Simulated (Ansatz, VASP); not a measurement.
## SiAs3 in VASP and in Ansatz

```
Si As
1.0
    -2.67368    2.67368    2.67368
     2.67368   -2.67368    2.67368
     2.67368    2.67368   -2.67368
Si As
1 3
Direct
  0.00000 0.00000 0.00000
  0.00000 0.50000 0.50000
  0.50000 0.00000 0.50000
  0.50000 0.50000 0.00000
```

Alike in both runs: functional PBE; k mesh 12 × 12 × 12; occupations gaussian, width 0.1 eV; no spin polarisation.

Ansatz relaxed the structure, and its values are those at the end. VASP's run is a single point on that final structure, the one shown.

```csv
,VASP,Ansatz
version,VASP 6.6.1,Ansatz 0.2.0
potentials or method,"VASP PAW PBE potentials, release 64 (Si, As)","scalar-relativistic, plane waves, PAW"
plane-wave cutoff (eV),520,420
valence electrons in the cell,19,49
```

```tsv
	VASP	Ansatz	Ansatz less VASP
gap on the k mesh at the Fermi level (eV)	none	none	-
pressure (GPa)	0.2	0.0	-0.19
```

A gap of «none» marks a metal or a gap that the smearing closes. The functional is the same, so the differences come from potentials, cutoffs and numerics. The two sets of potentials don't hold the same shells in valence.
